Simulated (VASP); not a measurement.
A convergence study with VASP on BAs (zinc blende): one setting is varied, all else stays as given below, so the limit is that of these other settings. Each run relaxes cell and ions from the cell shown. The basis is that of the starting cell, so low cut-offs carry a Pulay error.

```xyz
2
Lattice="0.0000 2.3900 2.3900 2.3900 0.0000 2.3900 2.3900 2.3900 0.0000" Properties=species:S:1:pos:R:3 pbc="T T T"
B      0.0000     0.0000     0.0000
As     1.1950     1.1950     1.1950
```

The numbers are results of PBEsol GGA, VASP's PBE PAW potentials (set 64) (plane waves; VASP), not measurements. The tightest run used: 800 eV cut-off, 8×8×8 Γ-centred mesh, Gaussian smearing of 0.050 eV, potentials B As.

Gaps are read on the run's mesh, which can miss a band edge.

Task: The settings run are ENCUT = 250; ENCUT = 300; ENCUT = 350; ENCUT = 400; ENCUT = 450; ENCUT = 500; ENCUT = 550; ENCUT = 600; ENCUT = 650; ENCUT = 700; ENCUT = 750; ENCUT = 800. From which on does the relaxed volume stay within 0.05 Å³/atom of the tightest run?

Result: From ENCUT = 350 on: it is off by 0.016 there and by no more than 0.05 in any finer run, while ENCUT = 300 is off by 0.064.
| setting | relaxed volume (Å³/atom) | E (eV/atom) | gap on the mesh (eV) | plane waves | difference judged (Å³/atom) |
|---|---|---|---|---|---|
| ENCUT = 250 | 13.429 | -6.0744 | 1.073 | 259 | 0.204 |
| ENCUT = 300 | 13.569 | -6.0951 | 1.087 | 332 | 0.064 |
| ENCUT = 350 | 13.616 | -6.0996 | 1.091 | 416 | 0.016 |
| ENCUT = 400 | 13.631 | -6.1005 | 1.092 | 531 | 0.002 |
| ENCUT = 450 | 13.633 | -6.1004 | 1.092 | 609 | 0.000 |
| ENCUT = 500 | 13.632 | -6.1007 | 1.092 | 702 | 0.001 |
| ENCUT = 550 | 13.631 | -6.1010 | 1.093 | 821 | 0.002 |
| ENCUT = 600 | 13.631 | -6.1012 | 1.093 | 941 | 0.002 |
| ENCUT = 650 | 13.631 | -6.1015 | 1.093 | 1036 | 0.002 |
| ENCUT = 700 | 13.632 | -6.1016 | 1.093 | 1174 | 0.001 |
| ENCUT = 750 | 13.633 | -6.1016 | 1.093 | 1288 | 0.000 |
| ENCUT = 800 | 13.633 | -6.1016 | 1.093 | 1424 | 0.000 |

Left out are rungs that failed or repeat a setting and relaxations that didn't move; long series are thinned to 24 rows.

The compound is BAs in the zinc blende structure.
